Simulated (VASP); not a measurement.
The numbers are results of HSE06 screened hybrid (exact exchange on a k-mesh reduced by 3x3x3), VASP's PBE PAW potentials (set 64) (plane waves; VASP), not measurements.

The input files of a VASP run:

File POSCAR:
```
SiC
2.1895830
  0.0000000000   0.9999999356   0.9999999356
  0.9999999356   0.0000000000   0.9999999356
  0.9999999356   0.9999999356   0.0000000000
Si C
1 1
direct
  0.0000000000   0.0000000000   0.0000000000
  0.2500000000   0.2500000000   0.2500000000
```

INCAR:
```
AEXX = 0.25
ALGO = Normal
EDIFF = 1E-5
ENCUT = 400
GGA = PE
HFSCREEN = 0.2
ISIF = 0
ISMEAR = 0
ISYM = 3
LASPH = .TRUE.
LCHARG = .FALSE.
LHFCALC = .TRUE.
LREAL = .FALSE.
LWAVE = .FALSE.
NELM = 50
NELMIN = 4
NKREDX = 3
NKREDY = 3
NKREDZ = 3
PREC = Normal
PRECFOCK = Fast
SIGMA = 0.05
SYSTEM = SiC
```

File KPOINTS:
```
Automatic mesh
0
Gamma
12 12 12
0 0 0
```

POTCAR, in this order: Si C (PBE.64 set). Program: vasp_std. Read from the step before: WAVECAR.

What VASP printed:

File OUTCAR:
```
 ion  position               nearest neighbor table
   1  0.000  0.000  0.000-   2 1.90   2 1.90   2 1.90   2 1.90
   2  0.250  0.250  0.250-   1 1.90   1 1.90   1 1.90   1 1.90
  LATTYP: Found a face centered cubic cell.
 ALAT       =     4.3791657178
 Subroutine PRICEL returns:
 Original cell was already a primitive cell.
 Subroutine GETGRP returns: Found 24 space group operations
The static configuration has the point symmetry T_d .
The dynamic configuration has the point symmetry T_d .
 Subroutine INISYM returns: Found 24 space group operations
 Subroutine IBZKPT returns following result:
 Found     72 irreducible k-points:

 Following reciprocal coordinates:
            Coordinates               Weight
  0.000000  0.000000  0.000000      1.000000
  0.083333  0.000000  0.000000      8.000000
  0.166667  0.000000  0.000000      8.000000
  0.250000  0.000000  0.000000      8.000000
  0.333333  0.000000  0.000000      8.000000
  0.416667  0.000000  0.000000      8.000000
  0.500000  0.000000  0.000000      4.000000
  0.083333  0.083333  0.000000      6.000000
  0.166667  0.083333  0.000000     24.000000
  0.250000  0.083333  0.000000     24.000000
  0.333333  0.083333  0.000000     24.000000
  0.416667  0.083333  0.000000     24.000000
  0.500000  0.083333  0.000000     24.000000
 -0.416667  0.083333  0.000000     24.000000
 -0.333333  0.083333  0.000000     24.000000
 -0.250000  0.083333  0.000000     24.000000
 -0.166667  0.083333  0.000000     24.000000
 -0.083333  0.083333  0.000000     12.000000
  0.166667  0.166667  0.000000      6.000000
  0.250000  0.166667  0.000000     24.000000
  0.333333  0.166667  0.000000     24.000000
  0.416667  0.166667  0.000000     24.000000
  0.500000  0.166667  0.000000     24.000000
 -0.416667  0.166667  0.000000     24.000000
 -0.333333  0.166667  0.000000     24.000000
 -0.250000  0.166667  0.000000     24.000000
 -0.166667  0.166667  0.000000     12.000000
  0.250000  0.250000  0.000000      6.000000
  0.333333  0.250000  0.000000     24.000000
  0.416667  0.250000  0.000000     24.000000
  0.500000  0.250000  0.000000     24.000000
 -0.416667  0.250000  0.000000     24.000000
 -0.333333  0.250000  0.000000     24.000000
 -0.250000  0.250000  0.000000     12.000000
  0.333333  0.333333  0.000000      6.000000
  0.416667  0.333333  0.000000     24.000000
  0.500000  0.333333  0.000000     24.000000
 -0.416667  0.333333  0.000000     24.000000
 -0.333333  0.333333  0.000000     12.000000
  0.416667  0.416667  0.000000      6.000000
 Subroutine IBZKPT_HF returns following result:
   k-points           NKPTS =     72   k-points in BZ     NKDIM =   1728   number of bands    NBANDS=      8
   number of dos      NEDOS =    301   number of ions     NIONS =      2
   total plane-waves  NPLWV =   4096
   dimension x,y,z NGX =    16 NGY =   16 NGZ =   16
   dimension x,y,z NGXF=    32 NGYF=   32 NGZF=   32
   ions per type =               1   1
   PREC   = normal    normal or accurate (medium, high low for compatibility)
   ISTART =      1    job   : 0-new  1-cont  2-samecut
   ICHARG =      0    charge: 1-file 2-atom 10-const
   ISPIN  =      1    spin polarized calculation?
   LNONCOLLINEAR =      F non collinear calculations
   LSORBIT =      F    spin-orbit coupling
   INIWAV =      1    electr: 0-lowe 1-rand  2-diag
   ENCUT  =  400.0 eV  29.40 Ry    5.42 a.u.   5.05  5.05  5.05*2*pi/ulx,y,z
   NELM   =     50;   NELMIN=  4; NELMDL=  0     # of ELM steps
   EDIFF  = 0.1E-04   stopping-criterion for ELM
   LREAL  =      F    real-space projection
   NLSPLINE    = F    spline interpolate recip. space projectors
...
```

OSZICAR:
```
       N       E                     dE             d eps       ncg     rms          rms(c)
DAV:   1    -0.174681220785E+02   -0.17468E+02   -0.35231E-01  1568   0.492E+00    0.289E+00
DAV:   2    -0.174694127775E+02   -0.12907E-02   -0.28446E-03  1808   0.448E-01    0.182E+00
DAV:   3    -0.174688558251E+02    0.55695E-03   -0.29051E-04  1776   0.135E-01    0.105E+00
DAV:   4    -0.174686744028E+02    0.18142E-03   -0.94847E-05  1672   0.738E-02    0.595E-01
DAV:   5    -0.174686157873E+02    0.58616E-04   -0.25983E-05  1536   0.426E-02    0.338E-01
DAV:   6    -0.174685963193E+02    0.19468E-04   -0.74937E-06  1032   0.257E-02    0.194E-01
DAV:   7    -0.174685900588E+02    0.62605E-05   -0.27392E-06   872   0.166E-02
   1 F= -.17468590E+02 E0= -.17468590E+02  d E =-.997752E-16
```

OUTCAR:
```
------------------------ aborting loop because EDIFF is reached ----------------------------------------
  volume of cell :       20.99
      direct lattice vectors                 reciprocal lattice vectors
     0.000000000  2.189582859  2.189582859    -0.228353998  0.228353998  0.228353998
     2.189582859  0.000000000  2.189582859     0.228353998 -0.228353998  0.228353998
     2.189582859  2.189582859  0.000000000     0.228353998  0.228353998 -0.228353998
  FREE ENERGIE OF THE ION-ELECTRON SYSTEM (eV)
  ---------------------------------------------------
  free  energy   TOTEN  =       -17.4685900588 eV

  energy  without entropy=      -17.4685900588  energy(sigma->0) =      -17.46859006

  exchange ACFDT corr.  =         0.00000000  see jH, gK, PRB 81, 115126
```
(Selected blocks of OUTCAR.)

Exact exchange is summed on a reduced mesh (NKRED).

The compound is SiC in the zinc blende structure. It was relaxed first. The cell's shape comes from a PBE relaxation.
